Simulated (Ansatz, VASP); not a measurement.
## Al3B2P: VASP beside Ansatz

```
Al B P
1.0
     3.35099    0.00000    0.00000
    -1.67550    2.90204    0.00000
     0.00000    0.00000    8.00057
Al B P
3 2 1
Direct
  0.33333 0.66667 0.21129
  0.66667 0.33333 0.78871
  0.00000 0.00000 0.50000
  0.33333 0.66667 0.64513
  0.66667 0.33333 0.35487
  0.00000 0.00000 0.00000
```

Change from the starting cell: species swapped into the Mn2NiO3 type (P-3m1, No. 164).

Alike in both runs: functional PBE; k mesh 12 × 12 × 6; occupations gaussian, width 0.1 eV; no spin polarisation.

Ansatz relaxed the structure, and its values are those at the end. VASP's run is a single point on that final structure, the one shown.

|  | VASP | Ansatz |
| --- | --- | --- |
| version | VASP 6.6.1 | Ansatz 0.2.0 |
| potentials or method | VASP PAW PBE potentials, release 64 (Al, B, P) | scalar-relativistic, plane waves, PAW |
| plane-wave cutoff (eV) | 520 | 420 |
| valence electrons in the cell | 20 | 20 |

Ansatz gave:

| Item | Value |
| --- | --- |
| gap on the k mesh at the Fermi level (eV) | none |
| pressure (GPa) | 0.0 |

Q: What did VASP give for the same quantities?

A: gap on the k mesh at the Fermi level (eV): none; pressure (GPa): -0.1.

A gap of «none» marks a metal or a gap that the smearing closes. The functional is the same, so the differences come from potentials, cutoffs and numerics.
